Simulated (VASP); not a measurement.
Crystal: K3Pd.

```
K Pd
1.0
     5.44501    0.00000    0.00000
     0.00000    5.44501    0.00000
     0.00000    0.00000    5.44501
K Pd
3 1
Direct
  0.50000 0.50000 0.00000
  0.50000 0.00000 0.50000
  0.00000 0.50000 0.50000
  0.00000 0.00000 0.00000
```

The cell comes from a database or a generator and needn't be the stable form of this composition.

Base run:

```yaml
Program: VASP 6.6.1
Functional: PBE
Potentials_or_basis: VASP PAW PBE potentials, release 64 (K_sv, Pd)
Cutoff: 520 eV
k_mesh: 4 × 4 × 4
Occupations: gaussian, width 0.1 eV
Spin: no spin polarisation
```

Its results: band gap on the k mesh none (metal or under the smearing width); pressure 0.0 GPa.

**Question.** The run is repeated on the same cell with these changes: k mesh from 4 × 4 × 4 to 1 × 1 × 1. What comes out?

**Answer.** Band gap on the k mesh none (metal or under the smearing width); pressure -3.7 GPa.

Caveats: some runs use coarse meshes.

Not every run made on this cell is shown here.
